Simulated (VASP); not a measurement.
OSZICAR of a VASP run on Nb3Sn (A15):

### OSZICAR
```
       N       E                     dE             d eps       ncg     rms          rms(c)
DAV:   1     0.183130849853E+04    0.18313E+04   -0.50218E+04  2627   0.226E+03
DAV:   2     0.222510136773E+03   -0.16088E+04   -0.15741E+04  2568   0.829E+02
DAV:   3    -0.423846800022E+02   -0.26489E+03   -0.25516E+03  3298   0.284E+02
DAV:   4    -0.752812250521E+02   -0.32897E+02   -0.31955E+02  3912   0.872E+01
DAV:   5    -0.779628957943E+02   -0.26817E+01   -0.26570E+01  4528   0.216E+01    0.218E+01
DAV:   6    -0.754565733812E+02    0.25063E+01   -0.81216E+00  3633   0.154E+01    0.757E+00
DAV:   7    -0.751845820536E+02    0.27199E+00   -0.19584E+00  4000   0.735E+00    0.278E+00
DAV:   8    -0.751898681082E+02   -0.52861E-02   -0.26727E-01  4041   0.280E+00    0.558E-01
DAV:   9    -0.751909088712E+02   -0.10408E-02   -0.40481E-02  4024   0.114E+00    0.407E-01
DAV:  10    -0.751916082485E+02   -0.69938E-03   -0.63273E-03  4249   0.402E-01    0.660E-02
DAV:  11    -0.751915529874E+02    0.55261E-04   -0.44826E-04  3608   0.109E-01    0.264E-02
DAV:  12    -0.751915416411E+02    0.11346E-04   -0.42226E-05  3913   0.412E-02    0.419E-03
DAV:  13    -0.751915410872E+02    0.55393E-06   -0.41988E-06  2488   0.118E-02
   1 F= -.50429537E+02 E0= -.50429126E+02  d E =-.504295E+02
       N       E                     dE             d eps       ncg     rms          rms(c)
DAV:   1    -0.901060576440E+02   -0.14915E+02   -0.69107E+02  2541   0.214E+02    0.373E+01
DAV:   2    -0.752453420470E+02    0.14861E+02   -0.71025E+01  3091   0.747E+01    0.175E+01
DAV:   3    -0.696494749620E+02    0.55959E+01   -0.31675E+01  3721   0.346E+01    0.112E+01
DAV:   4    -0.698117522225E+02   -0.16228E+00   -0.34479E+00  3476   0.964E+00    0.467E+00
DAV:   5    -0.699973293505E+02   -0.18558E+00   -0.78435E-01  4337   0.411E+00    0.334E+00
DAV:   6    -0.700748588339E+02   -0.77529E-01   -0.12854E-01  3766   0.170E+00    0.127E+00
DAV:   7    -0.700986345208E+02   -0.23776E-01   -0.11487E-01  4425   0.119E+00    0.285E-01
DAV:   8    -0.700983226864E+02    0.31183E-03   -0.72671E-03  3867   0.504E-01    0.236E-01
DAV:   9    -0.700983803363E+02   -0.57650E-04   -0.96767E-04  4105   0.177E-01    0.516E-02
DAV:  10    -0.700983732658E+02    0.70705E-05   -0.22982E-04  4009   0.891E-02    0.251E-02
DAV:  11    -0.700983720358E+02    0.12300E-05   -0.20380E-05  3737   0.293E-02    0.202E-02
DAV:  12    -0.700983683969E+02    0.36389E-05   -0.47202E-06  2665   0.157E-02    0.382E-03
DAV:  13    -0.700983677720E+02    0.62492E-06   -0.16087E-06  1849   0.976E-03
   2 F= -.48867286E+02 E0= -.48868355E+02  d E =0.156225E+01
       N       E                     dE             d eps       ncg     rms          rms(c)
DAV:   1    -0.842319897075E+02   -0.14134E+02   -0.41935E+02  2573   0.188E+02    0.215E+01
DAV:   2    -0.783621009348E+02    0.58699E+01   -0.48365E+01  3290   0.529E+01    0.153E+01
DAV:   3    -0.742461156271E+02    0.41160E+01   -0.24013E+01  3754   0.292E+01    0.583E+00
DAV:   4    -0.743139090264E+02   -0.67793E-01   -0.23554E+00  3592   0.672E+00    0.280E+00
DAV:   5    -0.744451893083E+02   -0.13128E+00   -0.37727E-01  4392   0.273E+00    0.295E+00
DAV:   6    -0.744653505138E+02   -0.20161E-01   -0.45134E-02  3573   0.104E+00    0.217E+00
DAV:   7    -0.744914869911E+02   -0.26136E-01   -0.17038E-01  3706   0.212E+00    0.664E-01
DAV:   8    -0.744946553590E+02   -0.31684E-02   -0.18383E-02  3787   0.711E-01    0.101E-01
DAV:   9    -0.744947439618E+02   -0.88603E-04   -0.13513E-03  3888   0.173E-01    0.104E-01
DAV:  10    -0.744947259705E+02    0.17991E-04   -0.10919E-04  3666   0.604E-02    0.494E-02
DAV:  11    -0.744947168180E+02    0.91525E-05   -0.39643E-05  3440   0.352E-02    0.166E-02
DAV:  12    -0.744947176389E+02   -0.82093E-06   -0.20504E-06  2104   0.887E-03
   3 F= -.50582755E+02 E0= -.50582772E+02  d E =-.153218E+00
       N       E                     dE             d eps       ncg     rms          rms(c)
DAV:   1    -0.744581630088E+02    0.36554E-01   -0.79196E-02  2620   0.241E+00    0.325E-01
DAV:   2    -0.744567548273E+02    0.14082E-02   -0.85962E-03  3231   0.747E-01    0.193E-01
DAV:   3    -0.744560648579E+02    0.68997E-03   -0.46705E-03  3765   0.414E-01    0.111E-01
DAV:   4    -0.744560607950E+02    0.40630E-05   -0.52756E-04  3422   0.115E-01    0.416E-02
DAV:   5    -0.744560900765E+02   -0.29282E-04   -0.63984E-05  4000   0.384E-02    0.361E-02
DAV:   6    -0.744561019160E+02   -0.11840E-04   -0.14297E-05  3337   0.172E-02    0.195E-02
DAV:   7    -0.744561132525E+02   -0.11336E-04   -0.15950E-05  3601   0.166E-02    0.382E-03
DAV:   8    -0.744561116760E+02    0.15764E-05   -0.12699E-06  1697   0.842E-03    0.205E-03
DAV:   9    -0.744561120314E+02   -0.35541E-06   -0.44438E-07  1575   0.478E-03
   4 F= -.50583106E+02 E0= -.50583123E+02  d E =-.153569E+00
```

Question: Which electronic solver shows in the log?

Answer: It is blocked Davidson (ALGO = Normal, or the opening steps of other solvers). The INCAR had ALGO = Normal.

Question: Can the final energy be trusted as converged?

Answer: Self-consistency was reached. It stopped with EDIFF = 1E-6, NELM = 100, NSW = 40 and EDIFFG = -0.02 after 4 ionic steps (PBEsol GGA, plane waves, VASP's PBE PAW potentials (set 64)). Energy and stress use the plane-wave basis of the starting cell.

The compound is Nb3Sn in the A15 structure. This run relaxes it under an external pressure of 30 GPa. Symmetry was kept, so distortions that lower it aren't found.
